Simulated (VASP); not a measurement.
Level of theory: PBE GGA with spin-orbit coupling, VASP's PBE PAW potentials (set 64) (plane waves; VASP 6.6.1).

VASP input:

File KPOINTS:
```
K-points
0
G
 12 12 12
```

INCAR:
```
LASPH=.TRUE.
LWAVE=.FALSE.
GGA=PE   # PBE
LSORBIT=.TRUE.
ISMEAR=1
MAGMOM=9*0
GGA_COMPAT=.FALSE.
LREAL=.FALSE.
PREC=Accurate
LCHARG=.FALSE.
SIGMA=0.1
ALGO=Normal   # blocked Davidson
ISIF=2
LMAXMIX=6
EDIFF=1E-6
ENCUT=400   # plane-wave cut-off (eV)
NELM=100   # most electronic steps
SYSTEM=WSi2
```

File POSCAR:
```
WSi2
7.830
 -0.2049808429   0.2049808429   0.5000000000
  0.2049808429  -0.2049808429   0.5000000000
  0.2049808429   0.2049808429  -0.5000000000
Si W
2 1
Direct
  0.6650000000   0.6650000000   0.0000000000
  0.3350000000   0.3350000000   0.0000000000
  0.0000000000   0.0000000000   0.0000000000
```

POTCAR, in this order: Si W_sv (PBE.64 set). Program: vasp_ncl.

Output

OUTCAR:
```
 ion  position               nearest neighbor table
   1  0.665  0.665  0.000-   2 2.58   3 2.61   3 2.61   3 2.61   3 2.61   3 2.62   2 2.63   2 2.63
                             2 2.63   2 2.63
   2  0.335  0.335  0.000-   1 2.58   3 2.61   3 2.61   3 2.61   3 2.61   3 2.62   1 2.63   1 2.63
                             1 2.63   1 2.63
   3  0.000  0.000  0.000-   2 2.61   1 2.61   1 2.61   1 2.61   1 2.61   2 2.61   2 2.61   2 2.61
                             1 2.62   2 2.62
  LATTYP: Found a body centered tetragonal cell.
 ALAT       =     3.2100000000
 C/A-ratio  =     2.4392523364
 Subroutine PRICEL returns:
 Original cell was already a primitive cell.
 Subroutine GETGRP returns: Found 16 space group operations
The static configuration has the point symmetry D_4h.
The dynamic configuration has the point symmetry D_4h.
The overall configuration has the point symmetry D_4h.
 Subroutine INISYM returns: Found 16 space group operations
 Subroutine IBZKPT returns following result:
 Found    163 irreducible k-points:

 Following reciprocal coordinates:
            Coordinates               Weight
  0.000000  0.000000  0.000000      1.000000
  0.083333  0.000000  0.000000      8.000000
  0.166667 -0.000000  0.000000      8.000000
  0.250000 -0.000000  0.000000      8.000000
  0.333333 -0.000000  0.000000      8.000000
  0.416667 -0.000000  0.000000      8.000000
  0.500000 -0.000000  0.000000      4.000000
  0.083333  0.083333  0.000000      8.000000
  0.166667  0.083333  0.000000     16.000000
  0.250000  0.083333  0.000000     16.000000
  0.333333  0.083333  0.000000     16.000000
  0.416667  0.083333  0.000000     16.000000
  0.500000  0.083333  0.000000     16.000000
 -0.416667  0.083333 -0.000000     16.000000
 -0.333333  0.083333 -0.000000     16.000000
 -0.250000  0.083333  0.000000     16.000000
 -0.166667  0.083333 -0.000000     16.000000
 -0.083333  0.083333  0.000000      4.000000
  0.166667  0.166667  0.000000      8.000000
  0.250000  0.166667  0.000000     16.000000
  0.333333  0.166667  0.000000     16.000000
  0.416667  0.166667  0.000000     16.000000
  0.500000  0.166667  0.000000     16.000000
 -0.416667  0.166667  0.000000     16.000000
 -0.333333  0.166667 -0.000000     16.000000
 -0.250000  0.166667  0.000000     16.000000
 -0.166667  0.166667  0.000000      4.000000
  0.250000  0.250000  0.000000      8.000000
  0.333333  0.250000  0.000000     16.000000
  0.416667  0.250000  0.000000     16.000000
  0.500000  0.250000  0.000000     16.000000
 -0.416667  0.250000 -0.000000     16.000000
 -0.333333  0.250000 -0.000000     16.000000
 -0.250000  0.250000  0.000000      4.000000
  0.333333  0.333333  0.000000      8.000000
  0.416667  0.333333  0.000000     16.000000
  0.500000  0.333333  0.000000     16.000000
 -0.416667  0.333333 -0.000000     16.000000
 -0.333333  0.333333  0.000000      4.000000
  0.416667  0.416667  0.000000      8.000000
   k-points           NKPTS =    163   k-points in BZ     NKDIM =    163   number of bands    NBANDS=     30
   number of dos      NEDOS =    301   number of ions     NIONS =      3
   total plane-waves  NPLWV =  27000
   dimension x,y,z NGX =    30 NGY =   30 NGZ =   30
   dimension x,y,z NGXF=    60 NGYF=   60 NGZF=   60
   ions per type =               2   1
   PREC   = accura    normal or accurate (medium, high low for compatibility)
   ISTART =      0    job   : 0-new  1-cont  2-samecut
   ICHARG =      2    charge: 1-file 2-atom 10-const
   ISPIN  =      1    spin polarized calculation?
   LNONCOLLINEAR =      T non collinear calculations
   LSORBIT =      T    spin-orbit coupling
   INIWAV =      1    electr: 0-lowe 1-rand  2-diag
...
```

File OSZICAR:
```
       N       E                     dE             d eps       ncg     rms          rms(c)
DAV:   1     0.158858319883E+03    0.15886E+03   -0.96381E+03 10180   0.124E+03
DAV:   2    -0.183280081232E+02   -0.17719E+03   -0.17126E+03 10754   0.369E+02
DAV:   3    -0.263080514522E+02   -0.79800E+01   -0.77478E+01 12516   0.726E+01
DAV:   4    -0.264490307219E+02   -0.14098E+00   -0.14018E+00 12162   0.905E+00
DAV:   5    -0.264510931350E+02   -0.20624E-02   -0.20612E-02 11782   0.117E+00    0.256E+01
DAV:   6    -0.256836612380E+02    0.76743E+00   -0.36085E+00 11610   0.160E+01    0.891E+00
DAV:   7    -0.256057587628E+02    0.77902E-01   -0.24023E-01 11178   0.344E+00    0.467E+00
DAV:   8    -0.255846215161E+02    0.21137E-01   -0.32945E-02 11682   0.168E+00    0.104E+00
DAV:   9    -0.255838836543E+02    0.73786E-03   -0.21514E-03 12358   0.362E-01    0.253E-01
DAV:  10    -0.255836581795E+02    0.22547E-03   -0.24273E-04 11758   0.153E-01    0.108E-01
DAV:  11    -0.255836493925E+02    0.87869E-05   -0.80470E-05 11574   0.871E-02    0.360E-02
DAV:  12    -0.255836482300E+02    0.11625E-05   -0.59061E-06 11396   0.205E-02    0.836E-03
DAV:  13    -0.255836478360E+02    0.39404E-06   -0.67245E-07  6986   0.727E-03
   1 F= -.25583648E+02 E0= -.25583714E+02  d E =0.199860E-03  mag=     0.0000    -0.0000     0.0000
```

File OUTCAR:
```
------------------------ aborting loop because EDIFF is reached ----------------------------------------
  FORCE on cell =-STRESS in cart. coord.  units (eV):
  Direction    XX          YY          ZZ          XY          YZ          ZX
  --------------------------------------------------------------------------------------
  Total        1.0449564      1.0449564      1.0798543      0.0000000      0.0000000      0.0000000
  in kB       41.5017996     41.5017996     42.8878145      0.0000000      0.0000000      0.0000000
  external PRESSURE =      41.9638045 kB  Pullay stress =       0.0000000 kB
  volume of cell :       40.34
      direct lattice vectors                 reciprocal lattice vectors
    -1.605000000  1.605000000  3.915000000     0.000000000  0.311526480  0.127713921
     1.605000000 -1.605000000  3.915000000     0.311526480  0.000000000  0.127713921
     1.605000000  1.605000000 -3.915000000     0.311526480  0.311526480  0.000000000
 POSITION                                       TOTAL-FORCE (eV/Angst)
 -----------------------------------------------------------------------------------
      0.00000      0.00000      5.20695         0.000000      0.000000      0.149038
      0.00000      0.00000      2.62305         0.000000      0.000000     -0.149038
      0.00000      0.00000      0.00000        -0.000000     -0.000000     -0.000000
 -----------------------------------------------------------------------------------
    total drift:                                0.000000     -0.000000      0.000000
  FREE ENERGIE OF THE ION-ELECTRON SYSTEM (eV)
  ---------------------------------------------------
  free  energy   TOTEN  =       -25.5836478360 eV

  energy  without entropy=      -25.5838476960  energy(sigma->0) =      -25.58371446

 Ion:    1  E_soc:     -0.0010807

 Ion:    2  E_soc:     -0.0010807

 Ion:    3  E_soc:     -1.5374746
```
(Selected blocks of OUTCAR.)

The compound is WSi2 in the MoSi2 type structure. The cell was not relaxed at this level. The run is one of a series of settings (GGA_COMPAT = .FALSE., LSORBIT = .TRUE., MAGMOM = 0 0 0 0 0 0 0 0 0, program vasp_ncl against the base run), some of them coarse on purpose.
